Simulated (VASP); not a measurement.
Here is the system:

```
CELL_PARAMETERS angstrom
      2.09503    -3.62870     0.00000
      2.09503     3.62870     0.00000
      0.00000     0.00000     5.51667
ATOMIC_POSITIONS crystal
  Ni 0.00000 0.00000 0.50000
  Ni 0.00000 0.00000 0.00000
  Sb 0.33333 0.66667 0.25000
  Sb 0.66667 0.33333 0.75000
```

Level of theory: vdW-DF2, VASP's PBE PAW potentials (set 64) (plane waves; VASP 6.6.1). Run with 520 eV cut-off, 9×9×6 Γ-centred mesh, first-order Methfessel-Paxton smearing of 0.10 eV, potentials Ni Sb.

Q: Give the stress tensor in GPa (positive for a compressed cell).

A: 
```
-4.05   0.00   0.00
 0.00  -4.05   0.00
 0.00   0.00  -3.95
```
The pressure is its mean diagonal, -4.01 GPa.

The compound is NiSb in the NiAs type structure. This cell is one point of a volume scan, at 1.06 of the reference volume. The run is not spin-polarised, so no magnetic state was tried.
